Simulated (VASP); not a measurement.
Method: LDA (Ceperley-Alder, Perdew-Zunger), VASP's LDA PAW potentials (set 64) (plane waves; VASP).

A VASP calculation is set up with these files.

File POSCAR:
```
TiO2
4.5535610
  1.0000000159   0.0000000000   0.0000000000
  0.0000000000   1.0000000159   0.0000000000
  0.0000000000   0.0000000000   0.6420594253
Ti O
2 4
Cartesian
  0.0000000000   0.0000000000   0.0000000000
  0.5000000079   0.5000000079   0.3210297127
  0.3039999662   0.3039999662   0.0000000000
  0.8039999741   0.1960000417   0.3210297127
  0.1960000417   0.8039999741   0.3210297127
  0.6960000496   0.6960000496   0.0000000000
```

**INCAR**
```
SYSTEM = TiO2
PREC = Accurate
ENCUT = 520
EDIFF = 1E-7
NELM = 100
ALGO = Normal
LREAL = .FALSE.
LASPH = .TRUE.
ISMEAR = 0
SIGMA = 0.01
LMAXMIX = 4
LWAVE = .FALSE.
LCHARG = .FALSE.
LOPTICS = .TRUE.
NBANDS = 84
NEDOS = 1001
CSHIFT = 0.1
```

**KPOINTS**
```
kpoints
0
gamma
 9 9 14
```

POTCAR, in this order: Ti_sv O (LDA.64 set). Program: vasp_std.

Task: What will the output report for the number of irreducible k-points (NKPTS), largest plane-wave count, number of space-group operations, FFT grid (NGX, NGY, NGZ)?

Result: 
```json
{
  "number of irreducible k-points (NKPTS)": "120",
  "largest_plane_wave_count": "1647",
  "number_of_space_group_operations": "16",
  "FFT grid (NGX, NGY, NGZ)": "36 × 36 × 24"
}
```

The compound is TiO2 in the rutile structure. It was relaxed first.
